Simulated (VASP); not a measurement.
Here is a VASP 6.6.1 calculation.

Contents of INCAR:

```
PREC     = Accurate       # precision mode
ENCUT    = 520            # plane-wave cutoff, eV
EDIFF    = 1E-7           # SCF threshold, eV
ISMEAR   = 0              # smearing method
SIGMA    = 0.03           # smearing width, eV
LREAL    = False          # projectors in reciprocal space
LASPH    = True           # aspherical terms in the spheres
NELM     = 80             # most SCF steps
ALGO     = Normal         # electronic algorithm
ISIF     = 2              # what is computed and relaxed
LWAVE    = False          # write WAVECAR
LCHARG   = False          # write CHGCAR
GGA      = PE             # functional
IVDW     = 12             # dispersion correction
NBANDS   = 124            # bands
ICORELEVEL= 1            
KPAR     = 4
```

File KPOINTS:

```
regular mesh
0
Gamma
  6 6 4
```

File POSCAR:

```
Bi7Sb                                   
1.0
    9.0154139955     -0.0000000000     -0.0000000000
    4.5077069977     -7.8075775417      0.0000000000
    4.5077069977     -2.6025258505     -7.7365688611
  Sb              Bi            
     2    14
Direct
     0.1173586140937446    0.6173586140937446    0.1479241577187663
     0.6173586140937446    0.1173586140937446    0.6479241577187663
     0.1170623583290964    0.1195560295140800    0.1438255826427366
     0.1195560295140799    0.6195560295140800    0.6438255826427366
     0.1195560295140801    0.1170623583291034    0.6438255826427364
     0.6195560295140798    0.6170623583291035    0.1438255826427365
     0.6195560295140800    0.1195560295140800    0.1438255826427366
     0.6170623583290964    0.6195560295140798    0.6438255826427366
     0.3817912759340697    0.8817912759340626    0.3546261721978050
     0.3762316512686616    0.3842220206731339    0.3553243073850707
     0.3842220206731338    0.8842220206731339    0.8553243073850707
     0.3842220206731411    0.3762316512686615    0.8553243073850707
     0.8842220206731410    0.8762316512686613    0.3553243073850705
     0.8842220206731339    0.3842220206731339    0.3553243073850707
     0.8762316512686615    0.8842220206731339    0.8553243073850707
     0.8817912759340697    0.3817912759340626    0.8546261721978050
```

The input KPOINTS_OPT:

```
explicit points
8
Reciprocal
 0.0000000000  0.0000000000  0.0000000000 1
 0.2596565504 -0.2596565504  0.5000000000 1
 0.4806868991 -0.2596565504  0.2403434496 1
 0.5000000000  0.0000000000  0.5000000000 1
 0.0000000000 -0.5000000000  0.0000000000 1
 0.0000000000 -0.3894848256  0.3701717248 1
 0.3894848256  0.0000000000  0.6298282752 1
 0.3701717248 -0.2596565504  0.3701717248 1
```

Potentials or basis: VASP PAW PBE potentials, release 64 (Sb, Bi_d).

Run with:

```sh
$ cat potpaw_PBE.64/Sb/POTCAR potpaw_PBE.64/Bi_d/POTCAR > POTCAR
$ mpirun -np 4 vasp_std > vasp.out
```

What does it give for the largest force?

0.004 eV/Å.

What does it give for the pressure?

0.0 GPa.

Forces on the atoms (eV/Å):
```
Sb   0.000  0.000  0.003
Sb   0.000  0.000  0.003
Bi   0.000  0.000  0.002
Bi   0.000  0.000  0.002
Bi   0.000  0.000  0.002
Bi   0.000  0.000  0.002
Bi   0.000  0.000  0.002
Bi   0.000  0.000  0.002
Bi   0.000  0.000  0.002
Bi   0.001  0.001 -0.003
Bi  -0.001  0.001 -0.003
Bi   0.000 -0.001 -0.003
Bi   0.000 -0.001 -0.003
Bi  -0.001  0.001 -0.003
Bi   0.001  0.001 -0.003
Bi   0.000  0.000  0.002
```

Caveat: pairwise dispersion overbinds metals, which lowers pressure and volume.
